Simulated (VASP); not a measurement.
Consider the following.

```
BN
1.0
    0.00000     1.80517     1.80517
    1.80517     0.00000     1.80517
    1.80517     1.80517     0.00000
B N
1 1
Direct
  0.00000   0.00000   0.00000
  0.25000   0.25000   0.25000
```

The numbers are results of r2SCAN+rVV10, VASP's PBE PAW potentials (set 64) (plane waves; VASP 6.6.1), not measurements. Run with 520 eV cut-off, 14×14×14 Γ-centred mesh, tetrahedra with Blöchl corrections, potentials B N.

Task: The job: BN (zinc blende), 2 atoms, r2SCAN+rVV10, static run, 520 eV, 14×14×14 Γ-centred mesh. Roughly how much core time does it take on a busy server core?

Result: About 2 core-minutes (one run on a shared machine, a rough figure). It had 104 irreducible k-points, 8 bands, up to 332 plane waves and 19 electronic steps.

The compound is BN in the zinc blende structure. It was relaxed first.
